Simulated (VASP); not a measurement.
Consider the following.

```
CELL_PARAMETERS angstrom
      2.15973    -3.74076     0.00000
      2.15973     3.74076     0.00000
      0.00000     0.00000     4.91558
ATOMIC_POSITIONS crystal
  Se 0.00000 0.22159 0.66667
  Se 0.77841 0.77841 0.00000
  Se 0.22159 0.00000 0.33333
```

Computed with SCAN meta-GGA, VASP's PBE PAW potentials (set 64) (plane waves; VASP). Run with 520 eV cut-off, 6×6×5 Γ-centred mesh, Gaussian smearing of 0.050 eV, potentials Se.

Question: The ions and cell shape at fixed volume are relaxed. Which structure does the run end with?

Answer: 
```
CELL_PARAMETERS angstrom
      2.13543    -3.69867     0.00000
      2.13543     3.69867     0.00000
      0.00000     0.00000     5.02809
ATOMIC_POSITIONS crystal
  Se 0.00000 0.22943 0.66667
  Se 0.77057 0.77057 0.00000
  Se 0.22943 0.00000 0.33333
```
Space group P3_121 (152), at a tolerance of 0.03 Å.

Question: How much energy does the relaxation gain?

Answer: The energy (σ→0) changes by -14.6 meV/atom, in 7 ionic steps.

```
step  E(σ→0) (eV)  max force (eV/Å)  pressure (GPa)  volume (Å³)
----  -----------  ----------------  --------------  -----------
1        -60.1915             0.670            3.92        79.43
2        -60.2329             0.055            1.44        79.43
3        -60.2337             0.039            1.04        79.43
4        -60.2337             0.026            1.09        79.43
5        -60.2347             0.014            1.04        79.43
6        -60.2353             0.015            0.93        79.43
7        -60.2354             0.009            0.96        79.43
```

The compound is Se in the trig structure. This cell is one point of a volume scan, at 0.94 of the reference volume. Symmetry was kept, so distortions that lower it aren't found.
